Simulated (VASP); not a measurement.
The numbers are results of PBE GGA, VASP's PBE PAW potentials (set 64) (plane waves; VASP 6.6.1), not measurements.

A VASP calculation is set up with these files.

### POSCAR
```
GaP
1
    0.0000000000     2.7504981289     2.7504981289
    2.7504981289     0.0000000000     2.7504981289
    2.7504981289     2.7504981289     0.0000000000
Ga P
1 1
Direct
  0.0000000000   0.0000000000   0.0000000000
  0.2500000000   0.2500000000   0.2500000000
```

KPOINTS:
```
Automatic mesh
0
Gamma
8 8 8
0 0 0
```

INCAR:
```
GGA = PE
ENCUT = 530   ! plane-wave cut-off (eV)
POTIM = 0.015   ! step
LWAVE = .FALSE.
ISMEAR = 0   ! Gaussian
SIGMA = 0.05   ! width (eV)
ALGO = Normal   ! blocked Davidson
NFREE = 2
NELM = 100   ! most electronic steps
EDIFF = 1E-7
SYSTEM = GaP
PREC = Accurate
ISIF = 3   ! ions, shape and volume
LMAXMIX = 4   ! l cut-off of mixed one-centre charges
IBRION = 6   ! finite differences
NSW = 1   ! most ionic steps
LASPH = .TRUE.
LCHARG = .FALSE.
LREAL = .FALSE.   ! projection in real space or not
```

POTCAR, in this order: Ga_d P (PBE.64 set). Program: vasp_std.

The run wrote:

File OUTCAR:
```


   1 f  =   10.333342 THz    64.926306 2PiTHz  344.683203 cm-1    42.735251 meV

   2 f  =   10.333342 THz    64.926306 2PiTHz  344.683203 cm-1    42.735251 meV

   3 f  =   10.333342 THz    64.926306 2PiTHz  344.683203 cm-1    42.735251 meV

   4 f/i=    0.002631 THz     0.016531 2PiTHz    0.087762 cm-1     0.010881 meV

   5 f/i=    0.002631 THz     0.016531 2PiTHz    0.087762 cm-1     0.010881 meV

   6 f/i=    0.002631 THz     0.016531 2PiTHz    0.087762 cm-1     0.010881 meV

 ELASTIC MODULI CONTR FROM IONIC RELAXATION (kBar)
 Direction    XX          YY          ZZ          XY          YZ          ZX
 --------------------------------------------------------------------------------
 XX          -0.0000     -0.0000     -0.0000      0.0000      0.0000      0.0000
 YY          -0.0000     -0.0000     -0.0000      0.0000      0.0000     -0.0000
 ZZ          -0.0000     -0.0000     -0.0000      0.0000      0.0000      0.0000
 XY           0.0000      0.0000      0.0000   -184.4925      0.0000      0.0000
 YZ           0.0000      0.0000      0.0000      0.0000   -184.4925      0.0000
 ZX           0.0000     -0.0000      0.0000      0.0000      0.0000   -184.4925
 --------------------------------------------------------------------------------

 TOTAL ELASTIC MODULI (kBar)
 Direction    XX          YY          ZZ          XY          YZ          ZX
 --------------------------------------------------------------------------------
 XX        1253.4022    523.9120    523.9120      0.0000      0.0000      0.0000
 YY         523.9120   1253.4022    523.9120      0.0000      0.0000      0.0000
 ZZ         523.9120    523.9120   1253.4022      0.0000      0.0000      0.0000
 XY           0.0000      0.0000      0.0000    647.5725      0.0000      0.0000
 YZ           0.0000      0.0000      0.0000      0.0000    647.5725      0.0000
 ZX           0.0000      0.0000      0.0000      0.0000      0.0000    647.5725
 --------------------------------------------------------------------------------
```
(Selected blocks of OUTCAR.)

The compound is GaP in the zinc blende structure. It was relaxed first.
